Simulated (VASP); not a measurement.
Given:

```
CELL_PARAMETERS angstrom
      0.00000     2.67767     2.67767
      2.67767     0.00000     2.67767
      2.67767     2.67767     0.00000
ATOMIC_POSITIONS crystal
  Zn 0.00000 0.00000 0.00000
  S  0.25000 0.25000 0.25000
```

Level of theory: PBEsol GGA with spin-orbit coupling, VASP's PBE PAW potentials (set 64) (plane waves; VASP 6.6.1). Numerical set-up: 400 eV cut-off, 8×8×8 Γ-centred mesh, Gaussian smearing of 0.050 eV, potentials Zn S.

### Question
Estimate the energy per atom (σ→0), band gap (over mesh and band path) with the smallest direct gap where there is one.

### Answer

```yaml
band gap (over mesh and band path): 2.07 eV
smallest direct gap (over mesh and band path): 2.07 eV
energy per atom (σ→0): -3.796 eV/atom
```

Total energies compare only between runs with the same potentials, cut-off and functional.

The compound is ZnS in the zinc blende structure. It was relaxed first.
